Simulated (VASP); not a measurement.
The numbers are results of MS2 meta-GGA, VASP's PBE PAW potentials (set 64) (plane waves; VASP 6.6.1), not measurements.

VASP ran on this input.

File KPOINTS_OPT:
```
k-points along high-symmetry lines
6
Line-mode
Reciprocal
  0.000000   0.000000   0.000000 ! GAMMA
  0.000000   0.500000   0.000000 ! X

  0.000000   0.500000   0.000000 ! X
  0.500000   0.500000   0.000000 ! M

  0.500000   0.500000   0.000000 ! M
  0.000000   0.000000   0.000000 ! GAMMA

  0.000000   0.000000   0.000000 ! GAMMA
  0.000000   0.000000   0.500000 ! Z

  0.000000   0.000000   0.500000 ! Z
  0.000000   0.500000   0.500000 ! R

  0.000000   0.500000   0.500000 ! R
  0.500000   0.500000   0.500000 ! A

  0.500000   0.500000   0.500000 ! A
  0.000000   0.000000   0.500000 ! Z

  0.000000   0.500000   0.000000 ! X
  0.000000   0.500000   0.500000 ! R

  0.500000   0.500000   0.000000 ! M
  0.500000   0.500000   0.500000 ! A
```

File KPOINTS:
```
kpoints
0
Gamma
  6 6 8
```

**INCAR**
```
EDIFF  =  1E-7   ! SCF stop (eV)
NELM  =  100   ! most electronic steps
LEFG  =  .True.
SYSTEM  =  MgH2
LASPH  =  .True.   ! aspherical one-centre terms
ISMEAR  =  -5   ! tetrahedra, Bloechl
LWAVE  =  .False.
LREAL  =  .False.   ! projection in real space or not
ISIF  =  2   ! forces and stress, cell fixed
LMIXTAU  =  .True.
LCHARG  =  .False.
METAGGA  =  MS2
PREC  =  Accurate
LORBIT  =  11   ! lm-projected
ENCUT  =  520   ! plane-wave cut-off (eV)
NEDOS  =  601   ! DOS grid
ALGO  =  Normal   ! blocked Davidson
```

File POSCAR:
```
MgH2
4.4677930
  0.9999999009   0.0000000000   0.0000000000
  0.0000000000   0.9999999009   0.0000000000
  0.0000000000   0.0000000000   0.6672668306
Mg H
2 4
Cart
  0.0000000000   0.0000000000   0.0000000000
  0.4999999505   0.4999999505   0.3336334153
  0.3043826796   0.3043826796   0.0000000000
  0.8043826301   0.1956172708   0.3336334153
  0.1956172708   0.8043826301   0.3336334153
  0.6956172213   0.6956172213   0.0000000000
```

POTCAR, in this order: Mg H (PBE.64 set). Program: vasp_std.

The path is coarsely sampled, so an indirect gap can come out somewhat too large.

Task: Estimate the energy per atom (σ→0), band gap (over mesh and band path).

Result: 
The energy per atom (σ→0) is -4.399 eV/atom and the band gap (over mesh and band path) is 4.33 eV.

**OSZICAR**
```
...
DAV:  18    -0.263961918965E+02    0.14961E-04   -0.53080E-06   816   0.241E-02    0.202E-03
DAV:  19    -0.263961906560E+02    0.12405E-05   -0.17062E-06   880   0.154E-02    0.121E-03
DAV:  20    -0.263961883611E+02    0.22950E-05   -0.79271E-07   800   0.122E-02    0.453E-04
DAV:  21    -0.263961882547E+02    0.10638E-06   -0.45575E-08   920   0.289E-03    0.146E-04
DAV:  22    -0.263961881596E+02    0.95097E-07   -0.63692E-08   800   0.260E-03
   1 F= -.26396188E+02 E0= -.26396188E+02  d E =0.000000E+00
       N       E                     dE             ncg
       N       E                     dE             ncg
```

The compound is MgH2 in the rutile structure. It was relaxed first.
